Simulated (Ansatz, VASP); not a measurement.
**ZrB2: VASP beside Ansatz**

One calculation is typed for both programs; each brings its own data sets. How far apart do they land? The cell is taken from a series of runs on this material, whose earlier steps may have relaxed, scaled, displaced or heated it; both programs get it as it stands.

Method: plane waves, with VASP 6.6.1 beside it; zone-centre phonons at PBEsol, in Ansatz 0.2.0.

### 1. Starting point

The structure is hexagonal, space group P6/mmm (No. 191). Conventional cell: a = 3.145 Å, b = 3.145 Å, c = 3.494 Å, α = 90.00°, β = 90.00°, γ = 120.00°. Nearest to B lie 3 B at 1.82 Å and 6 Zr at 2.52 Å. Nearest to Zr lie 12 B at 2.52 Å. Farther neighbours are not listed.

### 2. VASP: zone-centre phonons, PBEsol

Second derivatives magnify differences that forces hide, and they need a tight electronic threshold.

Lines of VASP's logs that name or quote its potential files are left out, and so is its time.

Input file INCAR:

```
SYSTEM = ZrB2
PREC = Accurate
ENCUT = 500
EDIFF = 1E-08
NELM = 120
ISMEAR = 1
SIGMA = 0.2
LREAL = .FALSE.
ALGO = Normal
GGA = PS
NBANDS = 15
LASPH = .TRUE.
LORBIT = 11
LWAVE = .FALSE.
LCHARG = .FALSE.
ISIF = 2
IBRION = 8
GGA_COMPAT = .FALSE.
KPAR = 2
```

Input file POSCAR:

```
ZrB2
1.0
    3.1448065581      0.0000000000      0.0000000000
   -1.5724032790      2.7234823693      0.0000000000
    0.0000000000      0.0000000000      3.4943301082
B Zr
2 1
Direct
    0.3333333333      0.6666666667      0.5000000000
    0.6666666667      0.3333333333      0.5000000000
    0.0000000000      0.0000000000      0.0000000000
```

Input file KPOINTS:

```
Automatic mesh
0
Gamma
15 15 12
0 0 0
```

Potentials, in the order of the species: B and Zr_sv (PBE family, release 64).

Command:

```
> mpirun -np 2 vasp_std
```

Numbers of over 12 decimals in the logs are rounded to 6 here.

Output:

```text
[banner, memory and clock lines left out]
running    2 mpi-ranks, on    1 nodes
 distrk:  each k-point on    1 cores,    2 groups
 distr:  one band on    1 cores,    1 groups

 POSCAR found type information on POSCAR B Zr
 POSCAR found :  2 types and       3 ions
|                                                                             |
|               ----> ADVICE to this user running VASP <----                  |
|                                                                             |
|     You enforced a specific xc type in the INCAR file but a different       |
|     [... a line on the potential file left out ...]
|     I HOPE YOU KNOW WHAT YOU ARE DOING!                                     |
|                                                                             |

 LDA part: xc-table for (Slater+PW92), standard interpolation
 POSCAR, INCAR and KPOINTS ok, starting setup
 FFT: planning ... GRIDC
 FFT: planning ... GRID_SOFT
 FFT: planning ... GRID
 WAVECAR not read
 entering main loop
       N       E                     dE             d eps       ncg     rms          rms(c)
DAV:   1     0.100033754828E+03    0.10003E+03   -0.94842E+03  5678   0.116E+03
DAV:   2    -0.247521568555E+02   -0.12479E+03   -0.12022E+03  7112   0.299E+02
DAV:   3    -0.289162735168E+02   -0.41641E+01   -0.41275E+01  9139   0.472E+01
DAV:   4    -0.289788566171E+02   -0.62583E-01   -0.62576E-01  6501   0.546E+00
DAV:   5    -0.289801193296E+02   -0.12627E-02   -0.12627E-02  8895   0.562E-01    0.236E+01
DAV:   6    -0.264519256171E+02    0.25282E+01   -0.58081E+00  7104   0.170E+01    0.980E+00
DAV:   7    -0.264023122260E+02    0.49613E-01   -0.70664E-01  8394   0.539E+00    0.342E+00
DAV:   8    -0.264028521011E+02   -0.53988E-03   -0.10346E-01  6880   0.276E+00    0.518E-01
DAV:   9    -0.263990121396E+02    0.38400E-02   -0.20469E-02  7149   0.112E+00    0.196E-01
DAV:  10    -0.263987061753E+02    0.30596E-03   -0.13782E-03  6693   0.357E-01    0.409E-02
DAV:  11    -0.263987097536E+02   -0.35783E-05   -0.67314E-05  8032   0.764E-02    0.122E-02
DAV:  12    -0.263987079694E+02    0.17842E-05   -0.32200E-06  7469   0.124E-02    0.534E-03
DAV:  13    -0.263987077958E+02    0.17362E-06   -0.55192E-07  8280   0.589E-03    0.200E-03
DAV:  14    -0.263987077328E+02    0.63006E-07   -0.36944E-08  6174   0.192E-03    0.452E-04
DAV:  15    -0.263987077044E+02    0.28337E-07   -0.37091E-09  3283   0.549E-04    0.124E-04
DAV:  16    -0.263987076977E+02    0.67255E-08   -0.10812E-09  3122   0.275E-04
   1 F= -.26398708E+02 E0= -.26398879E+02  d E =0.515301E-03
 Linear response reoptimize wavefunctions to high precision
DAV:   1    -0.263987076975E+02    0.19031E-09   -0.29845E-10  4165   0.119E-04
DAV:   2    -0.263987076975E+02   -0.12733E-10   -0.10790E-10  3010   0.567E-05
 Linear response DOF=           4
 Linear response progress:
  Degree of freedom:   1/  4
       N       E                     dE             d eps       ncg     rms          rms(c)
RMM:   1    -0.478220043618E-01   -0.47822E-01   -0.23436E-02 57798   0.105E+00
RMM:   2    -0.428433033096E-01    0.49787E-02   -0.22839E-03 47166   0.250E-01    0.143E-01
RMM:   3    -0.427843909218E-01    0.58912E-04   -0.66621E-04 44920   0.125E-01    0.713E-02
RMM:   4    -0.432428361664E-01   -0.45845E-03   -0.42142E-04 44116   0.990E-02    0.834E-03
RMM:   5    -0.432473896080E-01   -0.45534E-05   -0.51062E-05 52717   0.279E-02    0.227E-03
RMM:   6    -0.432484321276E-01   -0.10425E-05   -0.97067E-06 55965   0.995E-03    0.119E-03
RMM:   7    -0.432451368863E-01    0.32952E-05   -0.20719E-06 55991   0.461E-03    0.287E-04
RMM:   8    -0.432469177750E-01   -0.17809E-05   -0.30511E-07 58301   0.210E-03    0.151E-04
RMM:   9    -0.432464580337E-01    0.45974E-06    0.16526E-07 58980   0.967E-04    0.315E-05
RMM:  10    -0.432466211230E-01   -0.16309E-06    0.25414E-08 58640   0.469E-04    0.247E-05
RMM:  11    -0.432465018132E-01    0.11931E-06    0.78518E-08 58755   0.233E-04    0.818E-06
RMM:  12    -0.432464939624E-01    0.78508E-08   -0.33763E-09 59930   0.117E-04    0.532E-06
 first order change of Fermi-energy   0.18372E-04
 force on displaced ion       1 direction 1 : -16.299  -0.001   0.000
 Linear response progress:
  Degree of freedom:   2/  4
       N       E                     dE             d eps       ncg     rms          rms(c)
RMM:   1    -0.471883780702E-01   -0.47188E-01   -0.17640E-03 20216   0.111E+00
RMM:   2    -0.445796702365E-01    0.26087E-02   -0.18571E-03 16251   0.245E-01    0.116E-01
RMM:   3    -0.445294115895E-01    0.50259E-04   -0.89472E-04 15877   0.142E-01    0.539E-02
RMM:   4    -0.448987547076E-01   -0.36934E-03   -0.33703E-04 16773   0.895E-02    0.120E-02
RMM:   5    -0.449664130481E-01   -0.67658E-04   -0.53299E-05 18292   0.337E-02    0.383E-03
RMM:   6    -0.449766946567E-01   -0.10282E-04   -0.12102E-05 19312   0.132E-02    0.771E-04
RMM:   7    -0.449701055054E-01    0.65892E-05   -0.17707E-06 19634   0.562E-03    0.251E-04
RMM:   8    -0.449708112984E-01   -0.70579E-06   -0.17583E-06 19589   0.269E-03    0.135E-04
RMM:   9    -0.449699217725E-01    0.88953E-06   -0.12570E-06 19509   0.137E-03    0.956E-05
RMM:  10    -0.449704424252E-01   -0.52065E-06   -0.67393E-07 19762   0.741E-04    0.109E-05
RMM:  11    -0.449704389938E-01    0.34314E-08   -0.40033E-07 21075   0.360E-04    0.135E-05
RMM:  12    -0.449704370271E-01    0.19667E-08   -0.17228E-07 20757   0.177E-04    0.926E-06
RMM:  13    -0.449704259567E-01    0.11070E-07   -0.90927E-08 20237   0.943E-05    0.576E-06
RMM:  14    -0.449704446370E-01   -0.18680E-07   -0.27506E-08 20706   0.490E-05    0.217E-06
RMM:  15    -0.449704497537E-01   -0.51168E-08   -0.57850E-09 20157   0.261E-05    0.182E-06
 first order change of Fermi-energy  -0.77626E-04
 force on displaced ion       1 direction 3 :   0.000  -0.000 -10.521
 Linear response progress:
  Degree of freedom:   3/  4
       N       E                     dE             d eps       ncg     rms          rms(c)
RMM:   1    -0.683433160368E+00   -0.68343E+00    0.29974E+00 15519   0.150E+01
RMM:   2    -0.627241581484E+00    0.56192E-01   -0.18652E-01 21372   0.282E+00    0.178E-01
RMM:   3    -0.628545682645E+00   -0.13041E-02   -0.32003E-02 25600   0.859E-01    0.570E-02
RMM:   4    -0.630120004439E+00   -0.15743E-02   -0.56655E-03 31662   0.302E-01    0.307E-02
RMM:   5    -0.630590134947E+00   -0.47013E-03   -0.95545E-04 31619   0.115E-01    0.182E-02
RMM:   6    -0.630565443734E+00    0.24691E-04   -0.14070E-04 31515   0.520E-02    0.488E-03
RMM:   7    -0.630546936848E+00    0.18507E-04   -0.42918E-05 32727   0.249E-02    0.368E-03
RMM:   8    -0.630539253490E+00    0.76834E-05   -0.13296E-05 32892   0.137E-02    0.936E-04
RMM:   9    -0.630545202949E+00   -0.59495E-05   -0.93831E-06 33473   0.814E-03    0.183E-04
RMM:  10    -0.630546045902E+00   -0.84295E-06   -0.79443E-06 34154   0.521E-03    0.141E-04
RMM:  11    -0.630546531543E+00   -0.48564E-06   -0.49062E-06 35053   0.365E-03    0.184E-04
RMM:  12    -0.630543185249E+00    0.33463E-05   -0.39692E-06 33151   0.282E-03    0.217E-04
RMM:  13    -0.630545151489E+00   -0.19662E-05   -0.29521E-06 31962   0.221E-03    0.148E-04
RMM:  14    -0.630550164970E+00   -0.50135E-05   -0.24716E-06 30821   0.186E-03    0.778E-05
[...]
RMM:  25    -0.630555830099E+00    0.62556E-07   -0.43547E-07 29802   0.345E-04    0.392E-05
RMM:  26    -0.630555877102E+00   -0.47003E-07   -0.39058E-07 25733   0.308E-04    0.435E-05
RMM:  27    -0.630555854900E+00    0.22202E-07   -0.34908E-07 25006   0.276E-04    0.490E-05
RMM:  28    -0.630555894462E+00   -0.39563E-07   -0.31244E-07 23815   0.249E-04    0.524E-05
RMM:  29    -0.630555878174E+00    0.16289E-07   -0.28108E-07 21680   0.225E-04    0.568E-05
RMM:  30    -0.630555902464E+00   -0.24290E-07   -0.25487E-07 19983   0.204E-04    0.598E-05
RMM:  31    -0.630555902712E+00   -0.24820E-09   -0.23079E-07 17983   0.185E-04    0.630E-05
RMM:  32    -0.630555921439E+00   -0.18727E-07   -0.20912E-07 21235   0.169E-04    0.655E-05
 first order change of Fermi-energy   0.98481E-04
 force on displaced ion       3 direction 1 : -14.142   0.000   0.000
 Linear response progress:
  Degree of freedom:   4/  4
       N       E                     dE             d eps       ncg     rms          rms(c)
RMM:   1    -0.758943780387E+00   -0.75894E+00    0.26912E+00  6613   0.148E+01
RMM:   2    -0.702176614145E+00    0.56767E-01   -0.16098E-01  8845   0.267E+00    0.202E-01
RMM:   3    -0.705360261514E+00   -0.31836E-02   -0.35619E-02 10343   0.799E-01    0.642E-02
RMM:   4    -0.707701545974E+00   -0.23413E-02   -0.67347E-03 12033   0.283E-01    0.368E-02
RMM:   5    -0.707979485958E+00   -0.27794E-03   -0.11079E-03 12651   0.104E-01    0.251E-02
RMM:   6    -0.707806205478E+00    0.17328E-03   -0.12457E-04 12618   0.489E-02    0.563E-03
RMM:   7    -0.707865244651E+00   -0.59039E-04   -0.37252E-05 12964   0.213E-02    0.265E-03
RMM:   8    -0.707863011969E+00    0.22327E-05   -0.91776E-06 13437   0.109E-02    0.860E-04
RMM:   9    -0.707866360017E+00   -0.33480E-05   -0.44703E-06 13732   0.638E-03    0.710E-04
RMM:  10    -0.707867260891E+00   -0.90087E-06   -0.17839E-06 13449   0.445E-03    0.719E-05
RMM:  11    -0.707868087307E+00   -0.82642E-06    0.73628E-07 13891   0.304E-03    0.328E-05
RMM:  12    -0.707868624209E+00   -0.53690E-06    0.14007E-06 14246   0.226E-03    0.658E-05
RMM:  13    -0.707867564082E+00    0.10601E-05    0.23274E-06 13186   0.175E-03    0.129E-04
RMM:  14    -0.707869825105E+00   -0.22610E-05    0.25788E-06 12740   0.143E-03    0.396E-05
[...]
RMM:  34    -0.707874478198E+00    0.11571E-07    0.60658E-07  7240   0.424E-05    0.248E-06
RMM:  35    -0.707874482251E+00   -0.40530E-08    0.54164E-07  6762   0.369E-05    0.293E-06
RMM:  36    -0.707874492276E+00   -0.10025E-07    0.49203E-07  8261   0.324E-05    0.322E-06
RMM:  37    -0.707874506730E+00   -0.14453E-07    0.43878E-07  9361   0.285E-05    0.326E-06
RMM:  38    -0.707874498054E+00    0.86752E-08    0.39738E-07  6075   0.246E-05    0.385E-06
RMM:  39    -0.707874501737E+00   -0.36829E-08    0.35557E-07  5823   0.217E-05    0.406E-06
RMM:  40    -0.707874499844E+00    0.18929E-08    0.32164E-07  5662   0.192E-05    0.440E-06
RMM:  41    -0.707874505673E+00   -0.58287E-08    0.28707E-07  5796   0.170E-05    0.448E-06
 first order change of Fermi-energy   0.11346E-03
 force on displaced ion       3 direction 3 :   0.000  -0.000 -15.516
 Linear response finished
```

From OUTCAR (step 2):

```text
ion  position               nearest neighbor table
   1  0.333  0.667  0.500-   2 1.82   2 1.82   2 1.82   3 2.52   3 2.52   3 2.52   3 2.52   3 2.52
                             3 2.52
   2  0.667  0.333  0.500-   1 1.82   1 1.82   1 1.82   3 2.52   3 2.52   3 2.52   3 2.52   3 2.52
                             3 2.52
   3  0.000  0.000  0.000-   1 2.52   2 2.52   1 2.52   2 2.52   1 2.52   1 2.52   2 2.52   2 2.52
                             2 2.52   2 2.52   1 2.52   1 2.52

  LATTYP: Found a hexagonal cell.
 ALAT       =     3.1448065581
 C/A-ratio  =     1.1111431001

 Subroutine GETGRP returns: Found 24 space group operations
 (whereof 24 operations were pure point group operations)

The static configuration has the point symmetry D_6h.

 Found    189 irreducible k-points:

   k-points           NKPTS =    189   k-points in BZ     NKDIM =    189   number of bands    NBANDS=     15

   dimension x,y,z NGX =    24 NGY =   24 NGZ =   28
   dimension x,y,z NGXF=    48 NGYF=   48 NGZF=   56

   ENCUT  =  500.0 eV  36.75 Ry    6.06 a.u.   5.73  5.73  6.37*2*pi/ulx,y,z

   NELECT =      18.0000    total number of electrons

 k-points in reciprocal lattice and weights: Automatic mesh
   0.00000000  0.00000000  0.00000000       0.000
   0.06666667 -0.00000000  0.00000000       0.002
   0.13333333 -0.00000000  0.00000000       0.002
   0.20000000 -0.00000000  0.00000000       0.002
   0.26666667 -0.00000000  0.00000000       0.002
   0.33333333  0.00000000  0.00000000       0.002
   0.40000000 -0.00000000  0.00000000       0.002
   0.46666667  0.00000000  0.00000000       0.002
   0.06666667  0.06666667  0.00000000       0.002
[...]
0.33333333  0.26666667  0.50000000       0.004
   0.33333333  0.33333333  0.50000000       0.001

 average (electrostatic) potential at core
       1 -21.7654       2 -21.7654       3 -72.1623

  Total        0.5424526      0.5424526      0.5373132      0.0000000      0.0000000     -0.0000000
  in kB       29.0395525     29.0395525     28.7644208      0.0000000      0.0000000     -0.0000000
  external PRESSURE =      28.9478419 kB  Pullay stress =       0.0000000 kB

  energy-cutoff  :      500.00
  volume of cell :       29.93
      direct lattice vectors                 reciprocal lattice vectors
     3.144806558  0.000000000  0.000000000     0.317984582  0.183588484  0.000000000
    -1.572403279  2.723482369  0.000000000     0.000000000  0.367176968  0.000000000
     0.000000000  0.000000000  3.494330108     0.000000000  0.000000000  0.286177885

 POSITION                                       TOTAL-FORCE (eV/Angst)
 -----------------------------------------------------------------------------------
     -0.00000      1.81565      1.74717        -0.000000      0.000000     -0.000000
      1.57240      0.90783      1.74717         0.000000     -0.000000      0.000000
      0.00000      0.00000      0.00000         0.000000      0.000000      0.000000
 -----------------------------------------------------------------------------------
    total drift:                               -0.000000      0.000000     -0.000000

 Eigenvectors and eigenvalues of the dynamical matrix
 ----------------------------------------------------

   1 f  =   24.025779 THz   150.958420 2PiTHz  801.413716 cm-1    99.362592 meV
             X         Y         Z           dx          dy          dz
     -0.000000  1.815655  1.747165    -0.512347   -0.487340    0.000000
      1.572403  0.907827  1.747165     0.512347    0.487340   -0.000000
      0.000000  0.000000  0.000000     0.000000   -0.000000   -0.000000

   2 f  =   24.025779 THz   150.958420 2PiTHz  801.413716 cm-1    99.362592 meV
             X         Y         Z           dx          dy          dz
     -0.000000  1.815655  1.747165    -0.487340    0.512347   -0.000000
      1.572403  0.907827  1.747165     0.487340   -0.512347    0.000000
      0.000000  0.000000  0.000000    -0.000000    0.000000    0.000000

   3 f  =   17.330271 THz   108.889304 2PiTHz  578.075618 cm-1    71.672210 meV
             X         Y         Z           dx          dy          dz
     -0.000000  1.815655  1.747165     0.000000    0.000000   -0.707107
      1.572403  0.907827  1.747165    -0.000000    0.000000    0.707107
      0.000000  0.000000  0.000000     0.000000   -0.000000    0.000000

   4 f  =   14.728001 THz    92.538760 2PiTHz  491.273233 cm-1    60.910091 meV
             X         Y         Z           dx          dy          dz
     -0.000000  1.815655  1.747165     0.000000    0.000000   -0.635753
      1.572403  0.907827  1.747165     0.000000    0.000000   -0.635753
      0.000000  0.000000  0.000000    -0.000000   -0.000000    0.437762

   5 f  =   14.055764 THz    88.314967 2PiTHz  468.849805 cm-1    58.129941 meV
             X         Y         Z           dx          dy          dz
     -0.000000  1.815655  1.747165     0.460604    0.438130    0.000000
      1.572403  0.907827  1.747165     0.460604    0.438130    0.000000
      0.000000  0.000000  0.000000    -0.317299   -0.301817   -0.000000

   6 f  =   14.055764 THz    88.314967 2PiTHz  468.849805 cm-1    58.129941 meV
             X         Y         Z           dx          dy          dz
     -0.000000  1.815655  1.747165     0.438130   -0.460604   -0.000000
      1.572403  0.907827  1.747165     0.438130   -0.460604    0.000000
      0.000000  0.000000  0.000000    -0.301817    0.317299    0.000000

   7 f/i=    0.000547 THz     0.003439 2PiTHz    0.018256 cm-1     0.002263 meV
             X         Y         Z           dx          dy          dz
     -0.000000  1.815655  1.747165     0.000000    0.000000    0.309544
      1.572403  0.907827  1.747165     0.000000    0.000000    0.309544
      0.000000  0.000000  0.000000     0.000000    0.000000    0.899091

   8 f/i=    0.002962 THz     0.018614 2PiTHz    0.098817 cm-1     0.012252 meV
             X         Y         Z           dx          dy          dz
     -0.000000  1.815655  1.747165    -0.001381   -0.309652    0.000000
      1.572403  0.907827  1.747165    -0.001381   -0.309652    0.000000
      0.000000  0.000000  0.000000    -0.004009   -0.899006    0.000000

   9 f/i=    0.002962 THz     0.018614 2PiTHz    0.098817 cm-1     0.012252 meV
             X         Y         Z           dx          dy          dz
     -0.000000  1.815655  1.747165     0.309652   -0.001381    0.000000
      1.572403  0.907827  1.747165     0.309652   -0.001381    0.000000
      0.000000  0.000000  0.000000     0.899006   -0.004009    0.000000

 ELASTIC MODULI CONTR FROM IONIC RELAXATION (kBar)
 Direction    XX          YY          ZZ          XY          YZ          ZX
 --------------------------------------------------------------------------------
 XX          -7.6621      7.6621      0.0000     -0.0000      0.0000      0.0000
 YY           7.6621     -7.6621     -0.0000     -0.0000     -0.0000     -0.0000
 ZZ           0.0000     -0.0000     -0.0000      0.0000     -0.0000     -0.0000
 XY          -0.0000     -0.0000      0.0000     -7.6621      0.0000      0.0000
 YZ           0.0000     -0.0000     -0.0000      0.0000     -0.0000     -0.0000
 ZX           0.0000     -0.0000     -0.0000      0.0000     -0.0000     -0.0000
 --------------------------------------------------------------------------------
```

(Continued in part 2 of 2.)

[Lines on the potential files, build, host, timing and source positions are cut from VASP's logs without a mark.]

[Logs are printed without paths, hosts, clocks, repeated set-up lines and the standing remarks that a program may print on its own settings, such as how far it seeks lower states.]

[Hosts, paths, dates, database ids (printed as entryN), source tags and the programs' standing remarks are cut or masked in the printed files.]
